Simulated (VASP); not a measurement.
**NaMg6Mo: single point with PBE**

NaMg6Mo:

```
Mo Mg Na
1.0
     4.35332    0.00000    0.00000
     0.00000    4.41628    4.44930
     0.00000   -4.41628    4.44930
Mo Mg Na
1 6 1
Direct
  0.50000 0.37642 0.37642
  0.00000 0.14865 0.14865
  0.00000 0.60264 0.60264
  0.00000 0.14401 0.60798
  0.00000 0.60798 0.14401
  0.50000 0.37195 0.87785
  0.50000 0.87785 0.37195
  0.50000 0.87052 0.87052
```

The cell comes from a database or a generator and needn't be the stable form of this composition.

```
Program             : VASP 6.6.1
Task                : single point
Functional          : PBE
Potentials or basis : VASP PAW PBE potentials, release 64 (Mo_sv, Mg, Na_pv)
Cutoff              : 520 eV
k mesh              : 6 × 5 × 5
Occupations         : fermi-dirac, width 0.05 eV
Spin                : no spin polarisation
```

```yaml
Pressure: -0.1 GPa
Largest_force: 0.055 eV/Å
Band_gap_on_the_k_mesh: none (metal or under the smearing width)
```

Forces in eV/Å, atoms in the order of the input:
```
Mo   0.000  0.000 -0.017
Mg   0.000  0.000 -0.012
Mg   0.000  0.000 -0.004
Mg   0.000  0.053 -0.014
Mg   0.000 -0.053 -0.014
Mg   0.000  0.039  0.004
Mg   0.000 -0.039  0.004
Na   0.000  0.000  0.053
```

Stress tensor (GPa, compression positive):
```
 0.08  0.00  0.00
 0.00 -0.11  0.00
 0.00  0.00 -0.13
```

Levels at points of the mesh, in eV from the Fermi level:
```
           k point  band 12  band 13  band 14  band 15  band 16  band 17  band 18  band 19  band 20  band 21
(0.00, 0.00, 0.00)    -2.61    -0.88    -0.54    -0.41    -0.40     0.55     0.64     0.70     0.82     2.11
(0.50, 0.00, 0.00)    -1.84    -1.60    -0.76    -0.67    -0.66    -0.51     0.48     0.77     0.84     1.20
```

Wall time 80 s on 1 thread of AMD EPYC 9R45 96-Core Processor (Zen 5), on a shared host, peak memory 0.32 GiB.
